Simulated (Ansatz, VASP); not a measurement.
## Ta (Ta wire along [100], 8 atoms a period): VASP beside Ansatz

One calculation is typed for both programs; each brings its own data sets. How far apart do they land? Of the first pair: The structure shown is the start of the Ansatz relaxation below; VASP solves that cell, so the two are compared at the walk's first step.

Main program and level: Ansatz 0.2.0; plane waves, with VASP 6.6.1 beside it; single point at PBE.

### Step 1. Set-up

The cell holds 8 atoms: 8 Ta. Its edges and angles: a = 11.780 Å, b = 11.780 Å, c = 3.320 Å, α = 90.0°, β = 90.0°, γ = 90.0°. Vacuum lies along a and b. The structure's axis is c.

### Step 2. Ansatz: relaxation, PBE

Ansatz runs on its default PAW (the set named soft_2) files.

The two programs are compared at the cell with which this relaxation starts, whose forces are those of its first step.

Contents of input.yaml:

```yaml
crystal:
  lattice:
    - [11.78, 0.0, 0.0]
    - [0.0, 11.78, 0.0]
    - [0.0, 0.0, 3.32]
  atoms:
    - { symbol: Ta, position: [0.429541596, 0.429541596, 0.0] }
    - { symbol: Ta, position: [0.429541596, 0.711375212, 0.0] }
    - { symbol: Ta, position: [0.711375212, 0.429541596, 0.0] }
    - { symbol: Ta, position: [0.711375212, 0.711375212, 0.0] }
    - { symbol: Ta, position: [0.288624788, 0.288624788, 0.5] }
    - { symbol: Ta, position: [0.288624788, 0.570458404, 0.5] }
    - { symbol: Ta, position: [0.570458404, 0.288624788, 0.5] }
    - { symbol: Ta, position: [0.570458404, 0.570458404, 0.5] }
kpoints:
  mp_grid: { grid: [1, 1, 25] }
scf:
  occupations: { method: fermi_dirac, width: 0.05 }
hamiltonian:
  xc: pbe
relax:
  cell: { fix: [a, b, alpha, beta, gamma] }
  max_steps: 60
```

On the command line:

```
$ ansatz run input.yaml --threads 8 --pin off --max-ram 16384MiB --backend cpu --events-out ev --progress --plain --runs-dir out
```

Numbers of over 12 decimals in the logs are rounded to 6 here.

The log of the run:

```text
Engine: ansatz 0.2.0, x86_64-unknown-linux-gnu
Pseudopotentials: kind: paw
Pseudopotential: Ta, paw, valence charge 13, recommended cutoff 420 eV (normal), Ta.paw.azcp
Functional definition: PBE
  parameter kappa = 0.804
  parameter beta = 0.066725
  exchange = pbe_x(kappa = kappa, mu = beta*pi^2/3)
  correlation = pbe_c(beta = beta)
Crystal: 8 atoms, lattice volume = 460.711 Å³
Basis set: ecut = 420 eV, 9067 PW (Γ), exchange–correlation on 160×160×48 points (8 copies of the dense FFT grid, shifted against one another)
Bands: 63, of which v1, the nominal top of the filled ones, is band 52 counted from 1 (51 counted from 0)
Symmetry: 8 space group operations
Space group: Cmcm (ITA 63), of the structure as read, at distance tolerance 7.7e-5 Å
k-points: 13 of 25
Non-local potential: Ta, projectors of the file, l = 0: 3, l = 1: 2, l = 2: 2, l = 3: 1
PAW form: soft (Blöchl's): semilocal exchange-correlation on the pseudo side does not see the compensation charge
PAW one-centre angular grid: Ta, 590 points (default); XC on 64 Gauss nodes
Initial density: superposition of atomic densities (neutral atoms: chi_scale 0, normalization atom), corrected by the library's trained network
Initial wavefunctions: pseudopotential atomic-orbital guess
Functional: x = pbe(κ = 0.804, μ = 0.219515), c = pbe(β = 0.066725)
SCF iter   1: F=—  HF=-79441.615748 eV  |F-HF|=—  |Δ(HF+E_count)|=         —  Δρ=6.36e-3  dr2=4.37e-1  ethr=1.77e-3  ⟨swp⟩=10.4  Hψ=3610  notcnv=0
preconditioner: auto → LDOS  [metal: Δε(μ)=0.021 eV  Ē_g=2.700 eV  σ=0.050 eV  W_gap=0.10  n_scr=62 (ndim 8)  ℏωp=10.9 eV  f_vac=0.448  D(μ)=14.56/eV (n_scr^D=110)  β→1.0]
SCF iter   2: F=—  HF=-79441.578430 eV  |F-HF|=—  |Δ(HF+E_count)|=   3.73e-2  Δρ=2.69e-3  dr2=6.45e-2  ethr=4.21e-4  ⟨swp⟩=3.8  Hψ=1436  notcnv=0
SCF iter   3: F=—  HF=-79441.577893 eV  |F-HF|=—  |Δ(HF+E_count)|=   5.37e-4  Δρ=9.25e-4  dr2=1.71e-2  ethr=6.21e-5  ⟨swp⟩=2.1  Hψ=1446  notcnv=0
SCF iter   4: F=—  HF=-79441.577501 eV  |F-HF|=—  |Δ(HF+E_count)|=   3.93e-4  Δρ=4.94e-4  dr2=2.84e-3  ethr=1.65e-5  ⟨swp⟩=2.0  Hψ=1053  notcnv=0
SCF iter   5: F=—  HF=-79441.577478 eV  |F-HF|=—  |Δ(HF+E_count)|=   2.22e-5  Δρ=1.25e-4  dr2=2.70e-4  ethr=2.73e-6  ⟨swp⟩=2.2  Hψ=1110  notcnv=0
SCF iter   6: F=—  HF=-79441.577515 eV  |F-HF|=—  |Δ(HF+E_count)|=   3.70e-5  Δρ=5.21e-5  dr2=4.85e-5  ethr=2.60e-7  ⟨swp⟩=2.2  Hψ=1134  notcnv=0
SCF iter   7: F=—  HF=-79441.577561 eV  |F-HF|=—  |Δ(HF+E_count)|=   4.54e-5  Δρ=1.81e-5  dr2=1.91e-6  ethr=4.66e-8  ⟨swp⟩=2.1  Hψ=1098  notcnv=0
SCF iter   8: F=—  HF=-79441.577563 eV  |F-HF|=—  |Δ(HF+E_count)|=   2.13e-6  Δρ=7.08e-6  dr2=3.16e-7  ethr=1.83e-9  ⟨swp⟩=2.9  Hψ=1483  notcnv=0
SCF iter   9: F=-79441.577563 eV  HF=-79441.577563 eV  |F-HF|=1.12e-8  |Δ(HF+E_count)|=   3.42e-7  Δρ=2.36e-6  dr2=5.86e-8  ethr=9.62e-11  ⟨swp⟩=6.1  Hψ=3069  notcnv=0
SCF 1 converged in 9 iterations: F = -79441.577563 eV  dr2 = 5.86e-8
  greatest PAW one-centre occupation: 0.999 electrons in one spin orbital (limit 2), on the Ta atom at site 7 (counted from 0), in its partial waves of l = 0
relax step   1: F+E_penalty+E_count = -79441.57756323 eV  Δ(F+E_penalty+E_count) = +0.000e0 eV  max|allowed force component| = 2.049e0 eV/Å  Δτ_max = 0.0000 Å  P = -7.259 GPa  Ω = 460.711 Å³  fix = [a, b, alpha, beta, gamma]  reactions: a -6.186, b -6.186 GPa; gamma +1.765 GPa/rad  (9 SCF iters, dr2 threshold 1.00e-7 eV, accepted)
[...]
relax step   5: F+E_penalty+E_count = -79443.73605448 eV  Δ(F+E_penalty+E_count) = -5.935e-3 eV  max|allowed force component| = 3.523e-2 eV/Å  Δτ_max = 0.0077 Å  P = -0.227 GPa  Ω = 424.865 Å³  energy of the carried Pulay correction = +3.677e-3 eV  fix = [a, b, alpha, beta, gamma]  reactions: a -0.252, b -0.252 GPa; gamma -0.066 GPa/rad  (6 SCF iters, dr2 threshold 8.00e-7 eV, accepted)
[...]
relax step   6: F+E_penalty+E_count = -79443.73691973 eV  Δ(F+E_penalty+E_count) = -8.653e-4 eV  max|allowed force component| = 1.757e-2 eV/Å  Δτ_max = 0.0043 Å  P = -0.135 GPa  Ω = 423.734 Å³  energy of the carried Pulay correction = +3.798e-3 eV  fix = [a, b, alpha, beta, gamma]  reactions: a -0.201, b -0.201 GPa; gamma -0.022 GPa/rad  (6 SCF iters, dr2 threshold 7.88e-8 eV, accepted)
[...]
relax step   7: F+E_penalty+E_count = -79443.73698531 eV  Δ(F+E_penalty+E_count) = -6.558e-5 eV  max|allowed force component| = 2.863e-3 eV/Å  Δτ_max = 0.0018 Å  P = -0.118 GPa  Ω = 423.886 Å³  energy of the carried Pulay correction = +3.782e-3 eV  fix = [a, b, alpha, beta, gamma]  reactions: a -0.177, b -0.177 GPa; gamma -0.011 GPa/rad  (6 SCF iters, dr2 threshold 1.93e-8 eV, accepted)
[...]
relax step   8: F+E_penalty+E_count = -79443.73480542 eV  Δ(F+E_penalty+E_count) = +2.180e-3 eV  max|allowed force component| = 2.670e-3 eV/Å  Δτ_max = 0.0000 Å  P = -0.124 GPa  Ω = 423.886 Å³  fix = [a, b, alpha, beta, gamma]  reactions: a -0.180, b -0.180 GPa; gamma -0.011 GPa/rad  stress off target by 1.28e-2 GPa on what of the cell is left free  SCF on the basis re-selected at this cell (its energy is not comparable with the rows above)  (5 SCF iters)
basis re-selected at this cell: Δ(F+E_penalty+E_count) = +2.180e-3 eV, ΔP = -0.006 GPa vs the last step (what re-selecting the basis moved, of the pressure what is left beyond the Pulay correction that the steps carried, after the strain that the cell walked since its last selection, with what the two solves' SCF thresholds leave and, on support functions, any second-order correction that the steps lacked; it is no m [...]
SCF converged after 5 iterations
Free energy (F): -79443.734805 eV
Harris-Foulkes:  -79443.734805 eV  (|F-HF|=8.73e-11)
Internal energy: -79443.637470 eV  (E = F + TS)
E sigma→0 (E₀):  -79443.686138 eV
Entropy (-TS):   -0.097336 eV (-12.167 meV/atom)
Fermi energy:    4.254891 eV
--- Per-component energies (eV) ---
  E_band       = -2375.865228
  E_kinetic    = 2913.977828
  E_local      = -31270.666424  (includes V_loc(G=0)·N_el)
  E_nonlocal   = 124.317762
  E_hartree    = 14185.682902
  E_xc         = -1733.820142
  E_vxc        = -1613.642789  (∫ρ·V_xc dr)
  E_paw        = -67172.305738  (= ΣΔE_a)
  E_vpaw       = -901.218712  (= ΣTr[D̂ρ^β])
  E_aug_tail   = 0.001214  (compensation charges beyond the density's cutoff)
  E_ewald      = 3509.175128
  E_smearing   = -0.097336  (= −TS)
  E_closure    = -0.000000  (closes the sum)
  Σ components = -79443.734805   (vs F -79443.734805, Δ=0.00e0)
--- Forces (eV/Å), atoms counted from 1 ---
  atom   1  Ta     0.00140137     0.00140137     0.00000000
  atom   2  Ta     0.00100011    -0.00267018     0.00000000
  atom   3  Ta    -0.00267018     0.00100011    -0.00000000
  atom   4  Ta     0.00084400     0.00084400     0.00000000
  atom   5  Ta    -0.00084400    -0.00084400    -0.00000000
  atom   6  Ta     0.00267018    -0.00100011     0.00000000
  atom   7  Ta    -0.00100011     0.00267018    -0.00000000
  atom   8  Ta    -0.00140137    -0.00140137    -0.00000000
  max |Σ_I F_I| component: 4.34e-19 eV/Å
--- Stress (GPa, compression-positive) ---
       -0.179815       0.010961      -0.000000
        0.010961      -0.179815      -0.000000
       -0.000000      -0.000000      -0.012805
  P = ⅓ Tr σ = -0.1241 GPa (-1.241 kbar)
--- Relaxed structure (7 steps of the walk, 7 accepted, 1 SCFs on fresh bases) ---
  F+E_penalty+E_count = -79443.73480542 eV   max|allowed force component| = 2.670e-3 eV/Å   (the final SCF, on the basis selected at the relaxed cell)
  cell:  # Å, volume = 423.8859 Å³
    - [11.78, 0, 0]
    - [0, 11.78, 0]
    - [0, 0, 3.054628]
  atoms:
    - { symbol: Ta, position: [0.431258, 0.431258, 0] }
    - { symbol: Ta, position: [0.430805, 0.709074, 0] }
    - { symbol: Ta, position: [0.709074, 0.430805, 0] }
    - { symbol: Ta, position: [0.695442, 0.695442, 0] }
    - { symbol: Ta, position: [0.304558, 0.304558, 0.500000] }
    - { symbol: Ta, position: [0.290926, 0.569195, 0.500000] }
    - { symbol: Ta, position: [0.569195, 0.290926, 0.500000] }
    - { symbol: Ta, position: [0.568742, 0.568742, 0.500000] }
```

### Step 3. VASP: single point, PBE, start cell, pair 1

The same cell, functional, mesh and smearing now go to VASP, with its own data sets.

Lines of VASP's logs that name or quote its potential files are left out, and so is its time.

Contents of INCAR:

```
SYSTEM = Ta
PREC = Accurate
ENCUT = 400
EDIFF = 1E-06
NELM = 120
ISMEAR = -1
SIGMA = 0.05
LREAL = .FALSE.
ALGO = Normal
GGA = PE
NBANDS = 54
LASPH = .TRUE.
LORBIT = 11
LWAVE = .FALSE.
LCHARG = .FALSE.
ISIF = 2
GGA_COMPAT = .FALSE.
KPAR = 2
```

Contents of POSCAR:

```
Ta
1.0
   11.7800000000      0.0000000000      0.0000000000
    0.0000000000     11.7800000000      0.0000000000
    0.0000000000      0.0000000000      3.3200000000
Ta
8
Direct
    0.4295415959      0.4295415959      0.0000000000
    0.4295415959      0.7113752122      0.0000000000
    0.7113752122      0.4295415959      0.0000000000
    0.7113752122      0.7113752122      0.0000000000
    0.2886247878      0.2886247878      0.5000000000
    0.2886247878      0.5704584041      0.5000000000
    0.5704584041      0.2886247878      0.5000000000
    0.5704584041      0.5704584041      0.5000000000
```

Contents of KPOINTS:

```
Automatic mesh
0
Gamma
1 1 25
0 0 0
```

The projector-augmented-wave data sets are Ta_pv (PBE family, release 64).

On the command line:

```
$ mpirun -np 2 vasp_std
```

The log of the run:

```text
[banner, memory and clock lines left out]
running    2 mpi-ranks, on    1 nodes
 distrk:  each k-point on    1 cores,    2 groups
 distr:  one band on    1 cores,    1 groups

 POSCAR found type information on POSCAR Ta
 POSCAR found :  1 types and       8 ions
 LDA part: xc-table for (Slater+PW92), standard interpolation
 POSCAR, INCAR and KPOINTS ok, starting setup
 FFT: planning ... GRIDC
 FFT: planning ... GRID_SOFT
 FFT: planning ... GRID
 WAVECAR not read
 entering main loop
       N       E                     dE             d eps       ncg     rms          rms(c)
DAV:   1     0.594382114603E+03    0.59438E+03   -0.43163E+04  1828   0.114E+03
DAV:   2    -0.532248378614E+02   -0.64761E+03   -0.63394E+03  1690   0.323E+02
DAV:   3    -0.881420811686E+02   -0.34917E+02   -0.33813E+02  1812   0.612E+01
DAV:   4    -0.902728308942E+02   -0.21307E+01   -0.20588E+01  1936   0.115E+01
DAV:   5    -0.903881140756E+02   -0.11528E+00   -0.11228E+00  1960   0.228E+00    0.288E+01
DAV:   6    -0.882723305175E+02    0.21158E+01   -0.15969E+02  1870   0.377E+01    0.188E+01
DAV:   7    -0.831176538503E+02    0.51547E+01   -0.11947E+02  2060   0.240E+01    0.142E+01
DAV:   8    -0.795604208457E+02    0.35572E+01   -0.29355E+01  1992   0.135E+01    0.710E+00
DAV:   9    -0.781374874583E+02    0.14229E+01   -0.80720E+00  1916   0.110E+01    0.175E+00
DAV:  10    -0.781418106701E+02   -0.43232E-02   -0.88463E-01  2032   0.343E+00    0.909E-01
DAV:  11    -0.781367922020E+02    0.50185E-02   -0.88477E-02  1888   0.122E+00    0.416E-01
DAV:  12    -0.781368399254E+02   -0.47723E-04   -0.25386E-02  1920   0.571E-01    0.271E-01
DAV:  13    -0.781379452444E+02   -0.11053E-02   -0.67919E-03  1936   0.317E-01    0.928E-02
DAV:  14    -0.781391466854E+02   -0.12014E-02   -0.16220E-03  1672   0.135E-01    0.577E-02
DAV:  15    -0.781408316305E+02   -0.16849E-02   -0.13842E-03  1616   0.993E-02    0.400E-02
DAV:  16    -0.781412672836E+02   -0.43565E-03   -0.39425E-04  1960   0.636E-02    0.197E-02
DAV:  17    -0.781414704825E+02   -0.20320E-03   -0.10362E-04  1640   0.398E-02    0.829E-03
DAV:  18    -0.781415225803E+02   -0.52098E-04   -0.40454E-05  1264   0.190E-02    0.541E-03
DAV:  19    -0.781415350068E+02   -0.12426E-04   -0.15419E-05  1360   0.117E-02    0.245E-03
DAV:  20    -0.781415385815E+02   -0.35748E-05   -0.55698E-06  1296   0.574E-03    0.165E-03
DAV:  21    -0.781415388958E+02   -0.31427E-06   -0.10927E-06  1160   0.296E-03
   1 F= -.78141539E+02 E0= -.78082064E+02  d E =-.118949E+00
```

From OUTCAR (step 3):

```text
ion  position               nearest neighbor table
   1  0.430  0.430  0.000-   5 2.88   5 2.88   7 2.88   6 2.88   6 2.88   7 2.88   8 2.88   8 2.88
                             2 3.32   3 3.32
   2  0.430  0.711  0.000-   6 2.88   6 2.88   8 2.88   8 2.88   1 3.32   4 3.32
   3  0.711  0.430  0.000-   7 2.88   7 2.88   8 2.88   8 2.88   1 3.32   4 3.32
   4  0.711  0.711  0.000-   8 2.88   8 2.88   2 3.32   3 3.32
   5  0.289  0.289  0.500-   1 2.88   1 2.88   7 3.32   6 3.32
   6  0.289  0.570  0.500-   2 2.88   2 2.88   1 2.88   1 2.88   5 3.32   8 3.32
   7  0.570  0.289  0.500-   3 2.88   3 2.88   1 2.88   1 2.88   5 3.32   8 3.32
   8  0.570  0.570  0.500-   4 2.88   4 2.88   2 2.88   2 2.88   3 2.88   3 2.88   1 2.88   1 2.88
                             6 3.32   7 3.32

  LATTYP: Found a simple tetragonal cell.
 ALAT       =    11.7800000000
 C/A-ratio  =     0.2818336163

 Subroutine GETGRP returns: Found  8 space group operations
 (whereof  4 operations were pure point group operations)

The static configuration has the point symmetry C_2v.
 The point group associated with its full space group is D_2h.

 Found     13 irreducible k-points:

   k-points           NKPTS =     13   k-points in BZ     NKDIM =     13   number of bands    NBANDS=     54

   dimension x,y,z NGX =    80 NGY =   80 NGZ =   24
   dimension x,y,z NGXF=   160 NGYF=  160 NGZF=   48

   ENCUT  =  400.0 eV  29.40 Ry    5.42 a.u.  19.21 19.21  5.41*2*pi/ulx,y,z

   NELECT =      88.0000    total number of electrons

 k-points in reciprocal lattice and weights: Automatic mesh
   0.00000000  0.00000000  0.00000000       0.040
   0.00000000  0.00000000  0.04000000       0.080
   0.00000000  0.00000000  0.08000000       0.080
   0.00000000  0.00000000  0.12000000       0.080
   0.00000000  0.00000000  0.16000000       0.080
   0.00000000  0.00000000  0.20000000       0.080
   0.00000000  0.00000000  0.24000000       0.080
   0.00000000  0.00000000  0.28000000       0.080
   0.00000000  0.00000000  0.32000000       0.080
   0.00000000  0.00000000  0.36000000       0.080
   0.00000000  0.00000000  0.40000000       0.080
   0.00000000  0.00000000  0.44000000       0.080
   0.00000000  0.00000000  0.48000000       0.080

 average (electrostatic) potential at core
       1 -42.8669       2 -43.6877       3 -43.6877       4 -44.0122       5 -44.0122
       6 -43.6877       7 -43.6877       8 -42.8669

 E-fermi :  -0.4056

 k-point     1 :       0.0000    0.0000    0.0000
  band No.  band energies     occupation
    ...
     39      -0.9841      1.99998
     40      -0.9070      1.99991
     41      -0.6053      1.96380
     42      -0.4907      1.69149
     43      -0.3937      0.88144
     44      -0.3466      0.47016
     45      -0.1966      0.03011
     46      -0.1697      0.01770
     47      -0.1554      0.01334
     48       0.0204      0.00040
    ...

 k-point     2 :       0.0000    0.0000    0.0400
  band No.  band energies     occupation
    ...
     40      -0.8939      1.99989
     41      -0.6187      1.97221
     42      -0.5145      1.79640
     43      -0.3621      0.59022
     44      -0.3594      0.56837
     45      -0.2179      0.04575
     46      -0.1699      0.01778
     47      -0.1284      0.00779
     48      -0.0290      0.00107
     49       0.0627      0.00017
    ...

 k-point     3 :       0.0000    0.0000    0.0800
  band No.  band energies     occupation
    ...
     40      -0.8562      1.99976
     41      -0.6759      1.99105
     42      -0.5546      1.90332
     43      -0.4409      1.33862
     44      -0.3613      0.58333
     45      -0.3376      0.40860
     46      -0.1241      0.00715
     47      -0.0733      0.00260
     48      -0.0480      0.00156
     49       0.0101      0.00049
    ...

  Total      -17.8974581    -17.8974581    -27.0859338     -5.0893628      0.0000000      0.0000000
  in kB      -62.2405287    -62.2405287    -94.1945402    -17.6988615      0.0000000      0.0000000
  external PRESSURE =     -72.8918659 kB  Pullay stress =       0.0000000 kB

  energy-cutoff  :      400.00
  volume of cell :      460.71
      direct lattice vectors                 reciprocal lattice vectors
    11.780000000  0.000000000  0.000000000     0.084889643  0.000000000  0.000000000
     0.000000000 11.780000000  0.000000000     0.000000000  0.084889643  0.000000000
     0.000000000  0.000000000  3.320000000     0.000000000  0.000000000  0.301204819

 POSITION                                       TOTAL-FORCE (eV/Angst)
 -----------------------------------------------------------------------------------
      5.06000      5.06000      0.00000        -0.811600     -0.811600      0.000000
      5.06000      8.38000      0.00000         0.205191     -1.629157      0.000000
      8.38000      5.06000      0.00000        -1.629157      0.205191      0.000000
      8.38000      8.38000      0.00000        -2.052527     -2.052527      0.000000
      3.40000      3.40000      1.66000         2.052527      2.052527      0.000000
      3.40000      6.72000      1.66000         1.629157     -0.205191      0.000000
      6.72000      3.40000      1.66000        -0.205191      1.629157      0.000000
      6.72000      6.72000      1.66000         0.811600      0.811600      0.000000
 -----------------------------------------------------------------------------------
    total drift:                                0.000000      0.000000     -0.000000

  FREE ENERGIE OF THE ION-ELECTRON SYSTEM (eV)
  ---------------------------------------------------
  free  energy   TOTEN  =       -78.1415388958 eV

  energy  without entropy=      -78.0225897299  energy(sigma->0) =      -78.08206431

 total charge
# of ion       s       p       d       tot
------------------------------------------
    1        0.374   6.173   2.306   8.852
    2        0.369   6.058   2.241   8.669
    3        0.369   6.058   2.241   8.669
    4        0.370   6.000   2.209   8.579
    5        0.370   6.000   2.209   8.579
    6        0.369   6.058   2.241   8.669
    7        0.369   6.058   2.241   8.669
    8        0.374   6.173   2.306   8.852
--------------------------------------------------
tot          2.966  48.580  17.993  69.539

[... 3 further parts left out ...]
```

### Step 4. Differences

Known differences besides the potentials themselves: the data sets hold 104 valence electrons in Ansatz (on its default PAW (the set named soft_2) files) and 88 in VASP; the cutoff is 420 eV in Ansatz and 400 eV in VASP. Total energies have different zeros and are not compared.

Forces (eV/Å; atoms numbered as in POSCAR):

```
atom         Ansatz x, y, z           VASP x, y, z
 Ta1  -0.804, -0.804, 0.000  -0.812, -0.812, 0.000
 Ta2   0.207, -1.626, 0.000   0.205, -1.629, 0.000
 Ta3   -1.626, 0.207, 0.000   -1.629, 0.205, 0.000
 Ta4  -2.049, -2.049, 0.000  -2.053, -2.053, 0.000
 Ta5    2.049, 2.049, 0.000    2.053, 2.053, 0.000
 Ta6   1.626, -0.207, 0.000   1.629, -0.205, 0.000
 Ta7   -0.207, 1.626, 0.000   -0.205, 1.629, 0.000
 Ta8    0.804, 0.804, 0.000    0.812, 0.812, 0.000
```

The forces differ by 3.6 meV/Å r.m.s., which is 0.3 % of the r.m.s. force of 1.123 eV/Å (both taken over all components).

(Continued in part 2 of 2.)

[Lines on the potential files, build, host, timing and source positions are cut from VASP's logs without a mark.]

[Logs are printed without paths, hosts, clocks, repeated set-up lines and the standing remarks that a program may print on its own settings, such as how far it seeks lower states.]

[Hosts, paths, dates, database ids (printed as entryN), source tags and the programs' standing remarks are cut or masked in the printed files.]
